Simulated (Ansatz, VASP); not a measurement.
# Cross-check of PdS2 between VASP and Ansatz

Wanted: the spread between two codes on one cell, functional and k mesh. Of the first pair: The structure shown is the end of the Ansatz relaxation below.

Method: plane waves, with VASP 6.6.1 beside it; PBEsol, in Ansatz 0.2.0.

### Step 1. Set-up

The cell holds 3 atoms: 1 Pd and 2 S. Its edges and angles: a = 3.899 Å, b = 3.806 Å, c = 30.000 Å, α = 90.0°, β = 90.0°, γ = 120.8°. It derives from PdS2. Vacuum lies along c.

Structure file:

```cif
data_structure
_symmetry_space_group_name_H-M 'P 1'
_symmetry_Int_Tables_number 1
_cell_length_a 3.8990
_cell_length_b 3.8056
_cell_length_c 30.0000
_cell_angle_alpha 90.000
_cell_angle_beta 90.000
_cell_angle_gamma 120.817
_cell_volume 382.29
loop_
_atom_site_label
_atom_site_type_symbol
_atom_site_fract_x
_atom_site_fract_y
_atom_site_fract_z
_atom_site_occupancy
Pd1 Pd 0.31505 0.63592 0.33333 1
S2 S 0.67481 0.35546 0.36794 1
S3 S 0.67481 0.35546 0.29873 1
```

### Step 2. Ansatz: relaxation, PBEsol

Ansatz runs on its default PAW (the set named soft_2) files.

This run makes the geometry at which the two programs are then compared.

The input, input.yaml:

```yaml
crystal:
  lattice:
    - [3.8982828502, -0.0001915447, 0.0]
    - [-1.9493073077, 3.2686737549, 0.0]
    - [0.0, 0.0, 30.0]
  atoms:
    - { symbol: Pd, position: [0.3153199673, 0.6364220228, 0.3333333333] }
    - { symbol: S, position: [0.6746807278, 0.355210629, 0.3679393535] }
    - { symbol: S, position: [0.6746807278, 0.355210629, 0.2987273132] }
  periodic: [true, true, false]
kpoints:
  mp_grid: { grid: [14, 14, 1] }
hamiltonian:
  xc: pbesol
scf:
  occupations: { method: methfessel_paxton, width: 0.15 }
output:
  forces: true
  stress: true
  eigenvalues: true
relax:
  adjacent_minimum: "off"
  f_tol: 0.001
  max_steps: 60
  cell: { stress_2d_tol: 0.002 }
```

On the command line:

```
$ ansatz run input.yaml --threads 8 --pin off --max-ram 14336MiB --backend cpu --events-out ev --progress --plain --runs-dir out
```

Numbers of over 12 decimals in the logs are rounded to 6 here.

The program printed:

```text
Engine: ansatz 0.2.0, aarch64-unknown-linux-gnu
Pseudopotentials: kind: paw
Pseudopotential: Pd, paw, valence charge 18, recommended cutoff 420 eV (normal), Pd.paw.azcp
Pseudopotential: S, paw, valence charge 6, recommended cutoff 420 eV (normal), S.paw.azcp
Functional definition: PBEsol
  exchange = pbesol_x
  correlation = pbesol_c
Crystal: 3 atoms, lattice volume = 382.255 Å³
Basis set: ecut = 420 eV, 7509 PW (Γ), exchange–correlation on 54×54×432 points (8 copies of the dense FFT grid, shifted against one another)
Bands: 19, of which v1, the nominal top of the filled ones, is band 15 counted from 1 (14 counted from 0)
Symmetry: 2 space group operations
Space group: Pm (ITA 6), of the structure as read, at distance tolerance 7.3e-5 Å
k-points: 100 of 196 (time reversal used)
Non-local potential: Pd, projectors of the file, l = 0: 2, l = 1: 2, l = 2: 2, l = 3: 1
Non-local potential: S, projectors of the file, l = 0: 2, l = 1: 2, l = 2: 2
PAW form: soft (Blöchl's): semilocal exchange-correlation on the pseudo side does not see the compensation charge
PAW frozen core: Pd, regenerated for the run's functional, and the local potential with it (the file was generated under x = pbe(κ = 0.804, μ = 0.219515), c = pbe(β = 0.066725))
PAW frozen core: S, regenerated for the run's functional, and the local potential with it (the file was generated under x = pbe(κ = 0.804, μ = 0.219515), c = pbe(β = 0.066725))
PAW one-centre angular grid: Pd, 590 points (default); XC on 64 Gauss nodes
PAW one-centre angular grid: S, 110 points (default); XC on 64 Gauss nodes
Initial density: superposition of atomic densities (neutral atoms: chi_scale 0, normalization atom), corrected by the library's trained network
Initial wavefunctions: pseudopotential atomic-orbital guess
Functional: x = pbesol(κ = 0.804, μ = 0.123457), c = pbesol(β = 0.046)
SCF iter   1: F=—  HF=-8676.297302 eV  |F-HF|=—  |Δ(HF+E_count)|=         —  Δρ=4.25e-3  dr2=8.76e-2  ethr=1.77e-3  ⟨swp⟩=12.2  Hψ=16293  notcnv=0
preconditioner: auto → LDOS  [metal: Δε(μ)=0.067 eV  Ē_g=8.689 eV  σ=0.150 eV  W_gap=0.36  n_scr=16 (ndim 8)  ℏωp=8.9 eV  f_vac=0.814  D(μ)=0.55/eV (n_scr^D=4)  β→1.0]
SCF iter   2: F=—  HF=-8676.299465 eV  |F-HF|=—  |Δ(HF+E_count)|=   2.16e-3  S|Δr|=    0.00e0  Δρ=3.20e-3  dr2=5.89e-2  ethr=2.92e-4  ⟨swp⟩=3.4  Hψ=5523  notcnv=0
SCF iter   3: F=—  HF=-8676.284613 eV  |F-HF|=—  |Δ(HF+E_count)|=   1.49e-2  S|Δr|=    0.00e0  Δρ=7.65e-4  dr2=2.68e-3  ethr=1.96e-4  ⟨swp⟩=2.1  Hψ=3273  notcnv=0
SCF iter   4: F=—  HF=-8676.283923 eV  |F-HF|=—  |Δ(HF+E_count)|=   6.91e-4  S|Δr|=    0.00e0  Δρ=1.14e-4  dr2=3.43e-5  ethr=8.92e-6  ⟨swp⟩=3.1  Hψ=4010  notcnv=0
SCF iter   5: F=—  HF=-8676.284065 eV  |F-HF|=—  |Δ(HF+E_count)|=   1.43e-4  S|Δr|=    0.00e0  Δρ=3.55e-5  dr2=4.95e-6  ethr=1.14e-7  ⟨swp⟩=3.0  Hψ=4339  notcnv=0
SCF iter   6: F=—  HF=-8676.284069 eV  |F-HF|=—  |Δ(HF+E_count)|=   3.79e-6  S|Δr|=    0.00e0  Δρ=9.83e-6  dr2=4.29e-7  ethr=1.65e-8  ⟨swp⟩=3.7  Hψ=4311  notcnv=0
iter 7 did not close the SCF: its close was put off until two iterations running show no level that it waits for move by more than its bar (scf_convergence_deferred on its scf_iter line)
SCF iter   7: F=-8676.284070 eV  HF=-8676.284069 eV  |F-HF|=2.65e-7  |Δ(HF+E_count)|=   4.00e-7  S|Δr|=    0.00e0  Δρ=2.93e-6  dr2=2.19e-8  ethr=3.33e-10  ⟨swp⟩=14.5  Hψ=12473  notcnv=0
iter 8 did not close the SCF: its close was put off until two iterations running show no level that it waits for move by more than its bar (scf_convergence_deferred on its scf_iter line)
SCF iter   8: F=-8676.284070 eV  HF=-8676.284070 eV  |F-HF|=1.04e-8  |Δ(HF+E_count)|=   2.63e-7  S|Δr|=    0.00e0  Δρ=6.06e-7  dr2=1.25e-9  ethr=7.30e-11  ⟨swp⟩=4.9  Hψ=8490  notcnv=0
SCF iter   9: F=-8676.284070 eV  HF=-8676.284070 eV  |F-HF|=1.15e-9  |Δ(HF+E_count)|=   9.90e-9  S|Δr|=    0.00e0  Δρ=1.05e-7  dr2=3.29e-11  ethr=4.17e-12  ⟨swp⟩=2.9  Hψ=6961  notcnv=0
SCF 1 converged in 9 iterations: F = -8676.284070 eV  dr2 = 3.29e-11
  greatest PAW one-centre occupation: 0.999 electrons in one spin orbital (limit 2), on the Pd atom at site 0 (counted from 0), in its partial waves of l = 0
relax step   1: F+E_penalty+E_count = -8676.28406968 eV  Δ(F+E_penalty+E_count) = +0.000e0 eV  max|allowed force component| = 5.996e-3 eV/Å  Δτ_max = 0.0000 Å  P = -0.002 N/m  Ω = 382.255 Å³  fix = [c, alpha, beta]  reactions: c +0.000 N/m  (9 SCF iters, dr2 threshold 1.00e-7 eV, accepted)
[...]
relax step   2: F+E_penalty+E_count = -8676.28407211 eV  Δ(F+E_penalty+E_count) = -2.430e-6 eV  max|allowed force component| = 4.941e-3 eV/Å  Δτ_max = 0.0003 Å  P = -0.002 N/m  Ω = 382.250 Å³  energy of the carried Pulay correction = +8.447e-8 eV  fix = [c, alpha, beta]  reactions: c -0.000 N/m  (4 SCF iters, dr2 threshold 2.25e-9 eV, accepted)
[...]
relax step   3: F+E_penalty+E_count = -8676.28407654 eV  Δ(F+E_penalty+E_count) = -4.431e-6 eV  max|allowed force component| = 8.095e-5 eV/Å  Δτ_max = 0.0013 Å  P = +0.002 N/m  Ω = 382.263 Å³  energy of the carried Pulay correction = -1.351e-7 eV  fix = [c, alpha, beta]  reactions: c +0.000 N/m  (5 SCF iters, dr2 threshold 1.53e-9 eV, accepted)
[...]
relax step   4: F+E_penalty+E_count = -8676.28407616 eV  Δ(F+E_penalty+E_count) = +3.773e-7 eV  max|allowed force component| = 4.428e-4 eV/Å  Δτ_max = 0.0000 Å  P = -0.001 N/m  Ω = 382.288 Å³  energy of the carried Pulay correction = -5.694e-7 eV  fix = [c, alpha, beta]  reactions: c -0.000 N/m  (5 SCF iters, dr2 threshold 1.50e-11 eV, accepted)
[...]
relax step   5: F+E_penalty+E_count = -8676.28407698 eV  Δ(F+E_penalty+E_count) = -8.144e-7 eV  max|allowed force component| = 4.418e-4 eV/Å  Δτ_max = 0.0000 Å  P = -0.001 N/m  Ω = 382.288 Å³  fix = [c, alpha, beta]  reactions: c -0.000 N/m  stress off target by 8.55e-4 N/m on what of the cell is left free  SCF on the basis re-selected at this cell (its energy is not comparable with the rows above)  (7 SCF iters)
basis re-selected at this cell: Δ(F+E_penalty+E_count) = -8.144e-7 eV, ΔP = +0.000 N/m vs the last step (what re-selecting the basis moved, of the pressure what is left beyond the Pulay correction that the steps carried, after the strain that the cell walked since its last selection, with what the two solves' SCF thresholds leave and, on support functions, any second-order correction that the steps lacked; it is no m [...]
SCF converged after 7 iterations
Stability not checked: this state was not tested for a lower state beside it, because cold or Methfessel-Paxton smearing, or corrected tetrahedra, fill the levels in a way that the test cannot read (fill_not_monotonic; see scf.lower_state_search)
Free energy (F): -8676.284077 eV
Harris-Foulkes:  -8676.284077 eV  (|F-HF|=4.73e-11)
Internal energy: -8676.283822 eV  (E = F + TS)
E sigma→0 (E₀):  -8676.284013 eV
Entropy (-TS):   -0.000255 eV (-0.085 meV/atom)
Fermi energy:    -4.109697 eV
--- Per-component energies (eV) ---
  E_band       = -724.847896
  E_kinetic    = 726.277482
  E_local      = -44829.671318  (includes V_loc(G=0)·N_el)
  E_nonlocal   = 278.263616
  E_hartree    = 21912.176464
  E_xc         = -358.170973
  E_vxc        = -383.575920  (∫ρ·V_xc dr)
  E_paw        = -4853.863273  (= ΣΔE_a)
  E_vpaw       = -340.494888  (= ΣTr[D̂ρ^β])
  E_aug_tail   = 0.000209  (compensation charges beyond the density's cutoff)
  E_ewald      = 18448.277548
  E_core_change = 0.426423  (= ΣΔE_core)
  E_smearing   = -0.000255  (= −TS)
  E_closure    = -0.000000  (closes the sum)
  Σ components = -8676.284077   (vs F -8676.284077, Δ=0.00e0)
--- Forces (eV/Å), atoms counted from 1 ---
  atom   1  Pd    -0.00003621    -0.00008520     0.00000000
  atom   2  S      0.00001814     0.00004257    -0.00044179
  atom   3  S      0.00001814     0.00004257     0.00044179
  max |Σ_I F_I| component: 6.55e-8 eV/Å
--- 2D stress c σ (N/m, compression-positive) ---
       -0.000735       0.000098      -0.000000
        0.000098      -0.000776      -0.000000
       -0.000000      -0.000000      -0.000000
  P = ½ c Tr σ = -0.0008 N/m
--- Band table (eV; the first three rows and the last of 100) ---
  k-point 0: bands = [... 11 lower, -6.1904, -4.5117, -4.5028, -4.0077, -3.5649, -3.1054, -2.5157, -0.2892]
  k-point 1: bands = [... 11 lower, -6.2121, -4.6097, -4.5944, -4.2424, -3.5317, -3.0592, -2.2271, -0.2265]
  k-point 2: bands = [... 11 lower, -6.2858, -4.8688, -4.8185, -4.7141, -3.4412, -2.9239, -1.6239, -0.0433]
  k-point 99: bands = [... 11 lower, -7.2633, -6.9510, -6.3268, -5.8979, -3.4641, -1.7548, -0.1700, 1.4129]
--- Relaxed structure (4 steps of the walk, 4 accepted, 1 SCFs on fresh bases) ---
  F+E_penalty+E_count = -8676.28407698 eV   max|allowed force component| = 4.418e-4 eV/Å   (the final SCF, on the basis selected at the relaxed cell)
  cell:  # Å, volume = 382.2876 Å³
    - [3.898995, -6.941453521604982e-5, 0]
    - [-1.949561, 3.268292, 0]
    - [0, 0, 30.0]
  atoms:
    - { symbol: Pd, position: [0.315054, 0.635917, 0.333333] }
    - { symbol: S, position: [0.674814, 0.355463, 0.367941] }
    - { symbol: S, position: [0.674814, 0.355463, 0.298726] }
```

### Step 3. VASP: single point, PBEsol, relaxed cell, pair 1

The same cell, functional, mesh and smearing now go to VASP, with its own data sets.

Lines of VASP's logs that name or quote its potential files are left out, and so is its time.

The input, INCAR:

```
SYSTEM = PdS2
PREC = Accurate
ENCUT = 400
EDIFF = 1E-06
NELM = 120
ISMEAR = 1
SIGMA = 0.15
LREAL = .FALSE.
ALGO = Normal
GGA = PS
NBANDS = 17
LASPH = .TRUE.
LORBIT = 11
LWAVE = .FALSE.
LCHARG = .FALSE.
ISIF = 2
LDIPOL = .TRUE.
IDIPOL = 3
DIPOL = 0.5 0.5 0.333
LVHAR = .TRUE.
GGA_COMPAT = .FALSE.
NELMDL = -8
KPAR = 2
```

The input, POSCAR:

```
PdS2
1.0
    3.8989946882     -0.0000694145      0.0000000000
   -1.9495608707      3.2682924669      0.0000000000
    0.0000000000      0.0000000000     30.0000000000
Pd S
1 2
Direct
    0.3150543264      0.6359170117      0.3333333333
    0.6748135482      0.3554631346      0.3679408432
    0.6748135482      0.3554631346      0.2987258235
```

The input, KPOINTS:

```
Automatic mesh
0
Gamma
14 14 1
0 0 0
```

Potentials, in the order of the species: Pd and S (PBE family, release 64).

On the command line:

```
$ mpirun -np 2 vasp_std
```

The program printed:

```text
[banner, memory and clock lines left out]
running    2 mpi-ranks, on    1 nodes
 distrk:  each k-point on    1 cores,    2 groups
 distr:  one band on    1 cores,    1 groups

 POSCAR found type information on POSCAR PdS
 POSCAR found :  2 types and       3 ions
|                                                                             |
|               ----> ADVICE to this user running VASP <----                  |
|                                                                             |
|     You enforced a specific xc type in the INCAR file but a different       |
|     [... a line on the potential file left out ...]
|     I HOPE YOU KNOW WHAT YOU ARE DOING!                                     |
|                                                                             |

 LDA part: xc-table for (Slater+PW92), standard interpolation
 POSCAR, INCAR and KPOINTS ok, starting setup
 FFT: planning ... GRIDC
 FFT: planning ... GRID_SOFT
 FFT: planning ... GRID
 WAVECAR not read
 entering main loop
       N       E                     dE             d eps       ncg     rms          rms(c)
DAV:   1     0.164919676108E+03    0.16492E+03   -0.59947E+03  3424   0.727E+02
DAV:   2     0.460460699742E+01   -0.16032E+03   -0.15192E+03  5487   0.157E+02
DAV:   3    -0.145405651112E+02   -0.19145E+02   -0.18931E+02  4428   0.689E+01
DAV:   4    -0.149231664309E+02   -0.38260E+00   -0.38056E+00  4550   0.119E+01
DAV:   5    -0.149328712054E+02   -0.97048E-02   -0.96919E-02  5015   0.180E+00
DAV:   6    -0.149332479485E+02   -0.37674E-03   -0.37671E-03  5221   0.333E-01
DAV:   7    -0.149332585529E+02   -0.10604E-04   -0.10604E-04  5159   0.438E-02
DAV:   8    -0.149332591024E+02   -0.54958E-06   -0.54970E-06  4541   0.817E-03    0.169E+01
DAV:   9    -0.147010338955E+02    0.23223E+00   -0.15940E+00  4625   0.121E+01    0.105E+01
DAV:  10    -0.148316830810E+02   -0.13065E+00   -0.20544E+00  4573   0.152E+01    0.354E+00
DAV:  11    -0.145847670801E+02    0.24692E+00   -0.96951E-01  4072   0.945E+00    0.337E-01
DAV:  12    -0.145874901045E+02   -0.27230E-02   -0.44334E-02  4731   0.121E+00    0.257E-01
DAV:  13    -0.145862837639E+02    0.12063E-02   -0.35939E-03  4637   0.539E-01    0.136E-01
DAV:  14    -0.145860361612E+02    0.24760E-03   -0.98398E-04  4654   0.320E-01    0.625E-02
[...]
DAV:  20    -0.145870129711E+02   -0.74085E-04   -0.30315E-06  4068   0.785E-03    0.394E-03
DAV:  21    -0.145870920329E+02   -0.79062E-04   -0.42580E-06  3890   0.777E-03    0.334E-03
DAV:  22    -0.145871040647E+02   -0.12032E-04   -0.33511E-07  3752   0.279E-03    0.158E-03
DAV:  23    -0.145871184519E+02   -0.14387E-04   -0.64370E-07  3267   0.335E-03    0.101E-03
DAV:  24    -0.145871229482E+02   -0.44963E-05   -0.15643E-07  4203   0.150E-03    0.844E-04
DAV:  25    -0.145871254146E+02   -0.24664E-05   -0.48294E-08  4244   0.888E-04    0.273E-04
DAV:  26    -0.145871267880E+02   -0.13734E-05   -0.18719E-08  4135   0.793E-04    0.128E-04
DAV:  27    -0.145871273820E+02   -0.59395E-06   -0.44927E-09  4105   0.343E-04
   1 F= -.14587127E+02 E0= -.14587022E+02  d E =-.317560E-03
```

OUTCAR, selected parts (step 3):

```text
ion  position               nearest neighbor table
   1  0.315  0.636  0.333-   3 2.39   2 2.39   3 2.39   2 2.39   3 2.57   2 2.57
   2  0.675  0.355  0.368-   3 2.08   1 2.39   1 2.39   1 2.57
   3  0.675  0.355  0.299-   2 2.08   1 2.39   1 2.39   1 2.57

  LATTYP: Found a simple monoclinic cell.
 ALAT       =     3.8054663484
 B/A-ratio  =     7.8833964758
 C/A-ratio  =     1.0000327690
 COS(beta)  =    -0.4751378100

 Subroutine GETGRP returns: Found  2 space group operations
 (whereof  1 operations were pure point group operations)

The static configuration has the point symmetry C_1 .
 The point group associated with its full space group is C_1h.

 Found    100 irreducible k-points:

   k-points           NKPTS =    100   k-points in BZ     NKDIM =    100   number of bands    NBANDS=     17

   dimension x,y,z NGX =    28 NGY =   28 NGZ =  196
   dimension x,y,z NGXF=    56 NGYF=   56 NGZF=  392

   ENCUT  =  400.0 eV  29.40 Ry    5.42 a.u.   6.36  6.21 48.92*2*pi/ulx,y,z

   NELECT =      22.0000    total number of electrons

 k-points in reciprocal lattice and weights: Automatic mesh
   0.00000000  0.00000000  0.00000000       0.005
   0.07142857  0.00000000  0.00000000       0.010
   0.14285714 -0.00000000  0.00000000       0.010
   0.21428571  0.00000000  0.00000000       0.010
   0.28571429  0.00000000  0.00000000       0.010
   0.35714286  0.00000000  0.00000000       0.010
   0.42857143  0.00000000  0.00000000       0.010
   0.50000000  0.00000000  0.00000000       0.005
  -0.00000000  0.07142857  0.00000000       0.010
[...]
0.42857143  0.50000000  0.00000000       0.010
   0.50000000  0.50000000  0.00000000       0.005

 dipolmoment           0.000000      0.000000      0.000004 electrons x Angstroem

 average (electrostatic) potential at core
       1 -83.4823       2 -95.7390       3 -95.7390

 E-fermi :  -2.5278

 k-point     1 :       0.0000    0.0000    0.0000
  band No.  band energies     occupation
    ...
      6      -7.3461      2.00000
      7      -6.1892      2.00000
      8      -4.6138      2.00000
      9      -2.9274      2.00108
     10      -2.9213      2.00131
     11      -2.4192      0.06388
     12      -1.9865     -0.00000
     13      -1.4948     -0.00000
     14      -0.9173     -0.00000
     15       1.2801      0.00000
    ...

 k-point     2 :       0.0714    0.0000    0.0000
  band No.  band energies     occupation
    ...
      7      -6.2242      2.00000
      8      -4.6523      2.00000
      9      -3.1548      2.00000
     10      -2.9392      2.00073
     11      -2.5503      1.25049
     12      -2.0887     -0.00028
     13      -1.4302     -0.00000
     14      -0.6439     -0.00000
     15       1.3396      0.00000
     16       1.6343      0.00000
    ...

 k-point     3 :       0.1429   -0.0000    0.0000
  band No.  band energies     occupation
    ...
      7      -6.3177      2.00000
      8      -4.7784      2.00000
      9      -3.6751      2.00000
     10      -3.0589      2.00001
     11      -2.8455      2.01071
     12      -2.2276     -0.01591
     13      -1.2633     -0.00000
     14      -0.0744     -0.00000
     15       1.5142      0.00000
     16       1.8484      0.00000
    ...

  Total       -0.0774091     -0.0694556     -0.2462393      0.0000318      0.0000000      0.0000000
  in kB       -0.3244236     -0.2910903     -1.0319954      0.0001331      0.0000000      0.0000000
  external PRESSURE =      -0.5491698 kB  Pullay stress =       0.0000000 kB

  energy-cutoff  :      400.00
  volume of cell :      382.29
      direct lattice vectors                 reciprocal lattice vectors
     3.898994688 -0.000069415  0.000000000     0.256479093  0.152991695  0.000000000
    -1.949560871  3.268292467  0.000000000     0.000005447  0.305973419  0.000000000
     0.000000000  0.000000000 30.000000000     0.000000000  0.000000000  0.033333333

 POSITION                                       TOTAL-FORCE (eV/Angst)
 -----------------------------------------------------------------------------------
     -0.01136      2.07834     10.00000        -0.000004     -0.000602      0.000000
      1.93810      1.16171     11.03823         0.000002      0.000301     -0.087372
      1.93810      1.16171      8.96177         0.000002      0.000301      0.087372
 -----------------------------------------------------------------------------------
    total drift:                               -0.000358     -0.000013      0.000160

  FREE ENERGIE OF THE ION-ELECTRON SYSTEM (eV)
  ---------------------------------------------------
  free  energy   TOTEN  =       -14.5871273820 eV

  energy  without entropy=      -14.5868098216  energy(sigma->0) =      -14.58702153

 vacuum level on the upper side and lower side of the slab         1.571         1.571

 total charge
# of ion       s       p       d       tot
------------------------------------------
    1        0.410   0.560   8.606   9.576
    2        1.361   2.223   0.000   3.584
    3        1.361   2.223   0.000   3.584
--------------------------------------------------
tot          3.132   5.006   8.606  16.744

[... 3 further parts left out ...]
```

The run ends at a pressure of -0.05 GPa, with forces up to 0.087 eV/Å.

### Step 4. Differences

Known differences besides the potentials themselves: Ansatz cuts the interaction across the vacuum, VASP repeats the sheet with a dipole correction (LDIPOL); the data sets hold 30 valence electrons in Ansatz (on its default PAW (the set named soft_2) files) and 22 in VASP; the cutoff is 420 eV in Ansatz and 400 eV in VASP; Ansatz makes its cores anew for this functional, VASP keeps those of its PBE data sets. Total energies have different zeros and are not compared.

Forces (eV/Å; atoms numbered as in POSCAR):

| atom | Ansatz x, y, z | VASP x, y, z |
| --- | --- | --- |
| Pd1 | 0.000, 0.000, 0.000 | 0.000, -0.001, 0.000 |
| S2 | 0.000, 0.000, 0.000 | 0.000, 0.000, -0.087 |
| S3 | 0.000, 0.000, 0.000 | 0.000, 0.000, 0.087 |

The forces differ by 41 meV/Å r.m.s., where the r.m.s. force is 0.000 eV/Å in Ansatz and 0.041 eV/Å in VASP: the atoms lie near their places of rest in Ansatz, so a percentage would say little (all taken over all components). Where the cell holds vacuum, a pressure given here is an average over it and none of the material.

(Continued in part 2 of 2.)

[Lines on the potential files, build, host, timing and source positions are cut from VASP's logs without a mark.]

[Logs are printed without paths, hosts, clocks, repeated set-up lines and the standing remarks that a program may print on its own settings, such as how far it seeks lower states.]

[Hosts, paths, dates, database ids (printed as entryN), source tags and the programs' standing remarks are cut or masked in the printed files.]
